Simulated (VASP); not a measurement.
VASP input:

File POSCAR:
```
TiB2
1
    1.4574014120    -2.5242933233     0.0000000000
    1.4574014120     2.5242933233     0.0000000000
   -0.0000000000    -0.0000000000     3.0506624319
Ti B
1 2
Direct
  0.0000000000   0.0000000000   0.0000000000
  0.3333330000   0.6666670000   0.5000000000
  0.6666670000   0.3333330000   0.5000000000
```

### KPOINTS
```
Automatic
0
G
 12 12 10
0 0 0
```

INCAR:
```
! general
SYSTEM =TiB2
PREC   =Accurate
ENCUT  =620   ! plane-wave cut-off (eV)
LREAL  =.FALSE.
LASPH  =.TRUE.

! electronic loop
EDIFF  =1E-6   ! SCF stop (eV)
NELM   =100   ! most electronic steps
ALGO   =Normal   ! blocked Davidson
LMAXMIX=4

! smearing
ISMEAR =1   ! Methfessel-Paxton
SIGMA  =0.1   ! width (eV)

! ions
IBRION =2
NSW    =40
ISIF   =3
EDIFFG =-0.02   ! ionic stop
PSTRESS=300

! output
LWAVE  =.FALSE.
LCHARG =.FALSE.
```

POTCAR, in this order: Ti_sv B (LDA.64 set). Program: vasp_std.

Translate this LDA calculation to Ansatz.

One equivalent input (not run):
Ansatz 0.2 input:
```yaml
crystal:
  lattice:
    - [1.4574014, -2.5242933, 0.0000000]
    - [1.4574014, 2.5242933, 0.0000000]
    - [0.0000000, 0.0000000, 3.0506624]
  atoms:
    - { symbol: Ti, position: [0.0000000, 0.0000000, 0.0000000] }
    - { symbol: B, position: [0.3333330, 0.6666670, 0.5000000] }
    - { symbol: B, position: [0.6666670, 0.3333330, 0.5000000] }
kpoints:
  mp_grid: { grid: [12, 12, 10] }
hamiltonian:
  xc: lda
  pseudopotentials: { kind: paw }
scf:
  occupations: { method: methfessel_paxton, width: 0.1 }
  max_iter: 100
relax:
  max_steps: 40
  f_tol: 0.02
  cell: { p_target: 30 }
output: { forces: true, stress: true, eigenvalues: true }
```
What does not carry over: each code has its own PAW files, so the cut-off isn't converted (ENCUT is set for VASP's; basis.ecutwfc is left out, and Ansatz then takes the one that its files recommend); Ansatz stops its SCF on the density residual and VASP on the energy change (EDIFF); Ansatz's lda is the Perdew-Wang form, while the LDA potentials of VASP carry Perdew-Zunger's.

The compound is TiB2 in the AlB2 type structure. This run relaxes it under an external pressure of 30 GPa. Symmetry was kept, so distortions that lower it aren't found.
